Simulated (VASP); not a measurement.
Energy against volume of Rb (bcc). Calculation: AM05 GGA, VASP's PBE PAW potentials (set 64) (plane waves; VASP). Run with 520 eV cut-off, 9×9×9 Γ-centred mesh, first-order Methfessel-Paxton smearing of 0.10 eV, potentials Rb_sv.

```csv
V (Å³/atom),E (eV/atom)
86.113,-0.90090
88.862,-0.90306
91.610,-0.90365
94.358,-0.90288
```

Question: Fit these four points and predict the energy of the run at 97.107 Å³/atom.

Answer: A cubic in V^(−2/3), the third-order Birch-Murnaghan form, passes through the four points with V0 = 91.36 Å³/atom and B0 = 3 GPa, and gives -0.9009 eV/atom there. The run gave -0.9009 eV/atom, +0.0 meV/atom from the fit; all five points give B0 = 3 GPa.

The compound is Rb in the bcc structure. It was relaxed first.
